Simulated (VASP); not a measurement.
Input:

Space group Pm-3m (No. 221); a = 3.008 Å, b = 3.008 Å, c = 3.008 Å, α = 90.00°, β = 90.00°, γ = 90.00°

```
atom  site  symmetry       x       y       z
----  ----  --------  ------  ------  ------
Zn      1b      m-3m  0.5000  0.5000  0.5000
Cu      1a      m-3m  0.0000  0.0000  0.0000
```

The numbers are results of RPBE GGA, VASP's PBE PAW potentials (set 64) (plane waves; VASP), not measurements. Settings: 520 eV cut-off, 12×12×12 Γ-centred mesh, first-order Methfessel-Paxton smearing of 0.10 eV, potentials Zn Cu.

Q: Give the energy at these volumes per atom, relative to the lowest: 12.76, 13.17, 13.57, 13.98, 14.39 Å³.

A: 18.6, 4.7, 0.0, 3.0, 12.4 meV/atom. A third-order Birch-Murnaghan fit gives B0 = 99.3 GPa and B0′ = 5.2.

Measured: bulk modulus 116 GPa (computed value off by -14.4 %), as given by Niraj K. Nepal et al., Physical Review B (2020), arXiv:2007.11150; a 2.958 Å (computed value off by +1.7 %), as given by First-Principles Study on the Electrical and Thermal Conductivities of Cu–Zn Binary Alloys. The calculation is for a static lattice, while the measured bulk modulus, a hold thermal and zero-point effects, which are part of the difference.

The compound is CuZn in the CsCl type structure. It was relaxed first, which changed the volume by +6 %.
